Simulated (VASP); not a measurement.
Data:

```yaml
crystal:
  lattice:
    - [6.18212, 0.00000, 0.00000]
    - [-3.09106, 5.35388, 0.00000]
    - [0.00000, 0.00000, 8.32058]
  atoms:
    - { symbol: Tl, position: [0.33333, 0.66667, 0.32026] }
    - { symbol: Tl, position: [0.66667, 0.33333, 0.67974] }
    - { symbol: Tl, position: [0.00000, 0.00000, 0.50000] }
    - { symbol: Tl, position: [0.00000, 0.00000, 0.00000] }
    - { symbol: Mo, position: [0.66667, 0.33333, 0.18323] }
    - { symbol: Mo, position: [0.33333, 0.66667, 0.81677] }
    - { symbol: O, position: [0.17812, 0.35624, 0.74281] }
    - { symbol: O, position: [0.82188, 0.64376, 0.25719] }
    - { symbol: O, position: [0.64376, 0.82188, 0.74281] }
    - { symbol: O, position: [0.35624, 0.17812, 0.25719] }
    - { symbol: O, position: [0.17812, 0.82188, 0.74281] }
    - { symbol: O, position: [0.82188, 0.17812, 0.25719] }
    - { symbol: O, position: [0.66667, 0.33333, 0.96944] }
    - { symbol: O, position: [0.33333, 0.66667, 0.03056] }
```

All values below come from r2SCAN meta-GGA, VASP's PBE PAW potentials (set 64) (plane waves; VASP). Run with LREAL = Auto, 520 eV cut-off, 5×5×3 Γ-centred mesh, tetrahedra with Blöchl corrections, potentials Tl_d Mo_sv O.

Unless said otherwise, spin-orbit coupling is left out, though it shifts the bands of the heavy elements here.

**Question.** Give the energies of bands 57 to 70 at the high-symmetry points, in eV from the valence-band maximum.

**Answer.** 
| band | Γ | M | K | A | L | H |
|---|---|---|---|---|---|---|
| 57 | -1.14 | -1.42 | -1.48 | -1.25 | -1.45 | -1.48 |
| 58 | -1.14 | -1.40 | -1.42 | -1.25 | -1.38 | -1.41 |
| 59 | -1.13 | -1.36 | -1.19 | -1.12 | -1.36 | -1.21 |
| 60 | -1.13 | -1.25 | -1.19 | -1.12 | -1.36 | -1.21 |
| 61 | -1.11 | -1.07 | -1.16 | -1.10 | -1.16 | -1.13 |
| 62 | -1.09 | -0.86 | -0.82 | -1.10 | -1.10 | -1.13 |
| 63 | -0.73 | -0.73 | -0.82 | -0.39 | -0.45 | -0.47 |
| 64 | 0.00 | 0.00 | -0.01 | -0.37 | -0.16 | -0.37 |
| 65 | 3.74 | 3.63 | 3.78 | 3.61 | 3.40 | 3.65 |
| 66 | 3.74 | 3.91 | 3.78 | 3.61 | 3.92 | 3.65 |
| 67 | 4.06 | 4.12 | 4.10 | 4.18 | 4.05 | 4.04 |
| 68 | 4.06 | 4.14 | 4.16 | 4.18 | 4.19 | 4.32 |
| 69 | 5.11 | 4.21 | 4.16 | 4.65 | 4.26 | 4.51 |
| 70 | 5.11 | 4.55 | 4.38 | 5.16 | 4.57 | 4.51 |

The gap is indirect, 3.40 eV, from the valence maximum at Γ to the conduction minimum at L.

The structure comes from a computed database's Tl2MoO4 entry (P-3m1); how it stands against other phases isn't given here. It was relaxed first.
